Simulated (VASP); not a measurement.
Method: PBE GGA, VASP's PBE PAW potentials (set 64) (plane waves; VASP).

VASP input:

File POSCAR:
```
La
1
    1.8745278907    -3.2467777708    -0.0000000000
    1.8745278907     3.2467777708     0.0000000000
    0.0000000000    -0.0000000000    12.1573324811
La
4
Direct
  1.0000000000   1.0000000000   0.5000000000
  1.0000000000   1.0000000000   0.0000000000
  0.3333330000   0.6666670000   0.2500000000
  0.6666670000   0.3333330000   0.7500000000
```

**KPOINTS**
```
Automatic mesh
0
Gamma
9 9 3
0 0 0
```

INCAR:
```
! general
SYSTEM  = La
PREC    = Accurate
ENCUT   = 480
LREAL   = .FALSE.
LASPH   = .TRUE.

! electronic loop
EDIFF   = 1E-6
NELM    = 100
ALGO    = Normal
LMAXMIX = 6

! smearing
ISMEAR  = 1
SIGMA   = 0.1

! functional
GGA     = PE

! ions
IBRION  = 2
NSW     = 60
ISIF    = 3
EDIFFG  = -0.02

! output
LWAVE   = .FALSE.
LCHARG  = .FALSE.
```

POTCAR, in this order: La (PBE.64 set). Program: vasp_std.

**Question.** Predict the energy per atom (σ→0), volume per atom, band gap (on the k-mesh).

**Answer.** 
```yaml
energy per atom (σ→0): -4.884 eV/atom
band gap (on the k-mesh): none (metal, semimetal or under 0.01 eV)
volume_per_atom: 37.24 Å³/atom
```

### OSZICAR
```
...
DAV:   1    -0.195391723798E+02   -0.34056E-02   -0.15938E-01  2012   0.604E+00    0.269E-01
DAV:   2    -0.195367166391E+02    0.24557E-02   -0.92223E-03  2134   0.108E+00    0.132E-01
DAV:   3    -0.195359854236E+02    0.73122E-03   -0.48013E-03  2240   0.629E-01    0.351E-02
DAV:   4    -0.195359905326E+02   -0.51090E-05   -0.36289E-04  2256   0.180E-01    0.178E-02
DAV:   5    -0.195360016253E+02   -0.11093E-04   -0.30394E-05  2104   0.481E-02    0.131E-02
DAV:   6    -0.195360071786E+02   -0.55533E-05   -0.12553E-05  1518   0.376E-02    0.232E-03
DAV:   7    -0.195360076454E+02   -0.46679E-06   -0.14949E-06  1208   0.224E-02
   5 F= -.19536008E+02 E0= -.19536339E+02  d E =-.241589E-03
```

The compound is La in the dhcp structure. This run relaxes it. Symmetry was kept, so distortions that lower it aren't found. The start is the result of an earlier pass.
